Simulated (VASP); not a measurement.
The system is Co.

```
Co
1.0
     2.50700    0.00000    0.00000
    -1.25350    2.17113    0.00000
     0.00000    0.00000    4.07000
Co
2
Direct
  0.33333 0.66667 0.25000
  0.66667 0.33333 0.75000
```

| Property | Result |
| --- | --- |
| Program | VASP 6.6.1 |
| Task | relaxation of cell and atoms |
| Functional | PBEsol |
| Potentials or basis | VASP PAW PBE potentials, release 64 (Co) |
| Cutoff | 600 eV |
| k mesh | 9 × 9 × 4 |
| Occupations | gaussian, width 0.1 eV |
| Spin | collinear spin, ferromagnetic start |
| Starting moments | [2.0, 2.0] μB |

At the start: pressure -14.9 GPa; volume 11.08 Å³/atom.

Q: Where does the relaxation end?

A: Over 8 steps the energy falls by 40.1 meV/atom and the volume is 10.28 Å³/atom (-7.2 %); space group P6_3/mmc (No. 194, to 0.05 Å); moment 2.99 μB per cell.

The path:
```tsv
step	energy change (eV)	largest force (eV/Å)	pressure (GPa)	volume (Å³)
1	0.0000	0.0000	-14.93	22.15
2	0.0279	0.0000	24.12	19.01
3	-0.0797	0.0000	-0.35	20.59
4	-0.0797	0.0000	0.02	20.56
5	-0.0803	0.0000	0.07	20.55
6	-0.0803	0.0000	0.11	20.54
7	-0.0803	0.0000	-0.11	20.56
8	-0.0803	0.0000	0.00	20.55
```

Final structure:
```
Co
1.0
     2.44908    0.00000    0.00000
    -1.22454    2.12096    0.00000
     0.00000    0.00000    3.95704
Co
2
Direct
  0.33333 0.66667 0.25000
  0.66667 0.33333 0.75000
```

Caveat: the k mesh is coarse (spacing up to 0.39 Å⁻¹), so the values aren't converged; the PAW data sets were made with another functional, which shifts forces and pressure a little.
